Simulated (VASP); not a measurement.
Calculation: SCAN meta-GGA, VASP's PBE PAW potentials (set 64) (plane waves; VASP 6.6.1).

VASP input:

KPOINTS_OPT:
```
k-points along high-symmetry lines
6
Line-mode
Reciprocal
  0.000000   0.000000   0.000000 ! GAMMA
  0.000000   0.500000   0.000000 ! X

  0.000000   0.500000   0.000000 ! X
  0.500000   0.500000   0.000000 ! M

  0.500000   0.500000   0.000000 ! M
  0.000000   0.000000   0.000000 ! GAMMA

  0.000000   0.000000   0.000000 ! GAMMA
  0.000000   0.000000   0.500000 ! Z

  0.000000   0.000000   0.500000 ! Z
  0.000000   0.500000   0.500000 ! R

  0.000000   0.500000   0.500000 ! R
  0.500000   0.500000   0.500000 ! A

  0.500000   0.500000   0.500000 ! A
  0.000000   0.000000   0.500000 ! Z

  0.000000   0.500000   0.000000 ! X
  0.000000   0.500000   0.500000 ! R

  0.500000   0.500000   0.000000 ! M
  0.500000   0.500000   0.500000 ! A
```

File KPOINTS:
```
Automatic mesh
0
Gamma
15 15 11
0 0 0
```

**INCAR**
```
ALGO = Normal
EDIFF = 1E-7
ENCUT = 520
ISIF = 2
ISMEAR = -5
LASPH = .True.
LCHARG = .False.
LMAXMIX = 6
LMIXTAU = .True.
LORBIT = 11
LREAL = .False.
LWAVE = .False.
METAGGA = SCAN
NEDOS = 601
NELM = 100
PREC = Accurate
SYSTEM = CuAu
```

POSCAR:
```
CuAu
3.6486150
  0.7636192114   0.0000000000   0.0000000000
  0.0000000000   0.7636192114   0.0000000000
  0.0000000000   0.0000000000   1.0000001364
Cu Au
1 1
Cart
  0.0000000000   0.0000000000   0.0000000000
  0.3818096057   0.3818096057   0.5000000682
```

POTCAR, in this order: Cu Au (PBE.64 set). Program: vasp_std.

Output of the run:

**OUTCAR**
```
 ion  position               nearest neighbor table
   1  0.000  0.000  0.000-   2 2.69   2 2.69   2 2.69   2 2.69   2 2.69   2 2.69   2 2.69   2 2.69
  LATTYP: Found a simple tetragonal cell.
 ALAT       =     2.7861525091
 C/A-ratio  =     1.3095534023
 Subroutine PRICEL returns:
 Original cell was already a primitive cell.
 Subroutine GETGRP returns: Found 16 space group operations
The static configuration has the point symmetry D_4h.
The dynamic configuration has the point symmetry D_4h.
 Subroutine INISYM returns: Found 16 space group operations
 Subroutine IBZKPT returns following result:
 Found    216 irreducible k-points:

 Following reciprocal coordinates:
            Coordinates               Weight
  0.000000  0.000000  0.000000      1.000000
  0.066667  0.000000  0.000000      4.000000
  0.133333  0.000000  0.000000      4.000000
  0.200000  0.000000  0.000000      4.000000
  0.266667  0.000000  0.000000      4.000000
  0.333333  0.000000  0.000000      4.000000
  0.400000  0.000000  0.000000      4.000000
  0.466667  0.000000  0.000000      4.000000
  0.066667  0.066667  0.000000      4.000000
...
```

**OSZICAR**
```
       N       E                     dE             d eps       ncg     rms          rms(c)
DAV:   1     0.524860621795E+02    0.52486E+02   -0.11784E+04  6791   0.215E+03
DAV:   2    -0.871022475678E+02   -0.13959E+03   -0.13381E+03  6634   0.348E+02
DAV:   3    -0.920885310193E+02   -0.49863E+01   -0.49392E+01  8230   0.774E+01
DAV:   4    -0.921348138049E+02   -0.46283E-01   -0.46278E-01  7234   0.645E+00
DAV:   5    -0.921359372580E+02   -0.11235E-02   -0.11234E-02  9578   0.109E+00    0.129E+01
DAV:   6    -0.845631025995E+02    0.75728E+01   -0.13043E+01  6908   0.944E+01    0.586E+00
DAV:   7    -0.847398557887E+02   -0.17675E+00   -0.62898E+00  8199   0.106E+02    0.748E+00
DAV:   8    -0.845658008605E+02    0.17405E+00   -0.57312E-01  9515   0.204E+01    0.393E+00
DAV:   9    -0.844946949541E+02    0.71106E-01   -0.56746E-01  9170   0.140E+01    0.106E+00
DAV:  10    -0.845400441216E+02   -0.45349E-01   -0.24496E-01  7456   0.846E+00    0.160E-01
DAV:  11    -0.845494707316E+02   -0.94266E-02   -0.23277E-02  6824   0.247E+00    0.175E-01
DAV:  12    -0.845515636810E+02   -0.20929E-02   -0.33478E-03  8317   0.755E-01    0.553E-02
DAV:  13    -0.845517845567E+02   -0.22088E-03   -0.32686E-04  9173   0.388E-01    0.142E-02
DAV:  14    -0.845519364574E+02   -0.15190E-03   -0.76372E-05  6956   0.119E-01    0.153E-02
DAV:  15    -0.845519199020E+02    0.16555E-04   -0.26505E-05  7977   0.668E-02    0.557E-03
DAV:  16    -0.845519094468E+02    0.10455E-04   -0.20348E-06  7403   0.199E-02    0.323E-03
DAV:  17    -0.845519054761E+02    0.39708E-05   -0.19853E-06  8328   0.205E-02    0.205E-03
DAV:  18    -0.845519013391E+02    0.41369E-05   -0.23084E-07  6393   0.926E-03    0.235E-04
DAV:  19    -0.845519006007E+02    0.73843E-06   -0.42167E-08  3639   0.302E-03    0.668E-05
DAV:  20    -0.845519003237E+02    0.27702E-06   -0.70021E-09  3499   0.160E-03    0.326E-05
DAV:  21    -0.845519003858E+02   -0.62154E-07   -0.14623E-09  3527   0.576E-04
   1 F= -.84551900E+02 E0= -.84551900E+02  d E =0.000000E+00
       N       E                     dE             ncg
```

### OUTCAR
```
------------------------ aborting loop because EDIFF is reached ----------------------------------------
  FORCE on cell =-STRESS in cart. coord.  units (eV):
  Direction    XX          YY          ZZ          XY          YZ          ZX
  --------------------------------------------------------------------------------------
  Total       -0.0780357     -0.0780357      0.0531258      0.0000000      0.0000000      0.0000000
  in kB       -4.4143433     -4.4143433      3.0052337      0.0000000      0.0000000      0.0000000
  external PRESSURE =      -1.9411509 kB  Pullay stress =       0.0000000 kB
  volume of cell :       28.32
      direct lattice vectors                 reciprocal lattice vectors
     2.786152509  0.000000000  0.000000000     0.358917897  0.000000000  0.000000000
     0.000000000  2.786152509  0.000000000     0.000000000  0.358917897  0.000000000
     0.000000000  0.000000000  3.648615498     0.000000000  0.000000000  0.274076564
 POSITION                                       TOTAL-FORCE (eV/Angst)
 -----------------------------------------------------------------------------------
      0.00000      0.00000      0.00000         0.000000      0.000000      0.000000
      1.39308      1.39308      1.82431         0.000000      0.000000      0.000000
 -----------------------------------------------------------------------------------
    total drift:                                0.000000      0.000000     -0.000000
  FREE ENERGIE OF THE ION-ELECTRON SYSTEM (eV)
  ---------------------------------------------------
  free  energy   TOTEN  =       -84.5519003858 eV

  energy  without entropy=      -84.5519003858  energy(sigma->0) =      -84.55190039

 total charge

# of ion       s       p       d       tot
------------------------------------------
    1        0.385   0.339   9.249   9.973
    2        0.640   0.423   8.679   9.742
--------------------------------------------------
tot          1.025   0.762  17.928  19.715
```
(Selected blocks of OUTCAR.)

For a metal the tetrahedron method with Blöchl corrections gives inexact stress and forces.

The compound is CuAu in the L1_0 structure. It was relaxed first.
